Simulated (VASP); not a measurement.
Runs of VASP 6.6.1 on Al. Symmetry: Fm-3m, No. 225, cubic system. The conventional cell has a = 3.979 Å, b = 3.979 Å, c = 3.979 Å, α = 90.00°, β = 90.00°, γ = 90.00°. Al (site symmetry m-3m) has 12 Al at 2.81 Å as nearest neighbours. 

| task | cell | gap on the mesh (eV) | pressure (GPa) |
| --- | --- | --- | --- |
| single point | a relaxed cell with its volume scaled by 1.06 | none | -3.9 |
| single point | a relaxed cell with its volume scaled by 0.91 | none | (b) |
| single point | a relaxed cell with its volume scaled by 0.94 | none | (a) |
| relaxation of cell and atoms | relaxed | none | 0.0 |
| single point | a relaxed cell with its volume scaled by 0.97 | none | 2.6 |
| single point | a relaxed cell with its volume scaled by 1.03 | none | -2.1 |
| single point | as given | none | 0.0 |

Alike in all rows: level LDA; potentials or basis VASP PAW LDA potentials, release 64 (Al); no spin polarisation; k mesh 10 × 10 × 10; cutoff (eV) 350; smearing gaussian 0.1 eV.

**Question.** Estimate the missing entries.

**Answer.** (a) 5.8; (b) 9.7.

Caveats: the relaxation stopped at its first step, so nothing moved (some runs).

A gap of «none» marks a metal or a gap under the smearing width.
